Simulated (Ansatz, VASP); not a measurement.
One calculation of Pb2C, two programs

The input INCAR:

```
PREC = Accurate
ENCUT = 520
EDIFF = 1E-7
ISMEAR = 0
SIGMA = 0.05
LREAL = False
LASPH = True
NELM = 80
ALGO = Fast
ISIF = 2
LWAVE = False
LCHARG = False
GGA = PE
NBANDS = 23
```

File KPOINTS:

```
regular mesh
0
Gamma
  6 6 6
```

File POSCAR:

```
Pb2C
1.0
    0.0000000000      3.2330172199      3.2330172199
    3.2330172199      0.0000000000      3.2330172199
    3.2330172199      3.2330172199      0.0000000000
C Pb
1 2
Direct
    0.0000000000      0.0000000000      0.0000000000
    0.2500000000      0.2500000000      0.2500000000
    0.7500000000      0.7500000000      0.7500000000
```

Input for Ansatz:

```yaml
crystal:
  lattice:
    - [0.0, 3.2330172199, 3.2330172199]
    - [3.2330172199, 0.0, 3.2330172199]
    - [3.2330172199, 3.2330172199, 0.0]
  atoms:
    - { symbol: C, position: [0.0, 0.0, 0.0] }
    - { symbol: Pb, position: [0.25, 0.25, 0.25] }
    - { symbol: Pb, position: [0.75, 0.75, 0.75] }
basis:
  ecutwfc: 420
kpoints:
  mp_grid: { grid: [6, 6, 6] }
hamiltonian:
  xc: pbe
scf:
  occupations: { method: gaussian, width: 0.05 }
output:
  forces: true
  stress: true
  eigenvalues: true
```

The cell comes from a database or a generator and needn't be the stable form of this composition.

Alike in both runs: task single point; functional PBE; k mesh 6 × 6 × 6; occupations gaussian, width 0.05 eV; no spin polarisation.

|  | VASP | Ansatz |
| --- | --- | --- |
| version | VASP 6.6.1 | Ansatz 0.2.0 |
| potentials or method | VASP PAW PBE potentials, release 64 (C, Pb_d) | scalar-relativistic, plane waves, PAW |
| plane-wave cutoff (eV) | 520 | 420 |
| valence electrons in the cell | 32 | 32 |

|  | VASP | Ansatz | Ansatz less VASP |
| --- | --- | --- | --- |
| gap on the k mesh at the Fermi level (eV) | none | none | - |
| pressure (GPa) | 4.3 | 4.3 | +0.05 |

A gap of «none» marks a metal or a gap that the smearing closes.

The runs have no spin-orbit coupling, so splittings on Pb are missing.
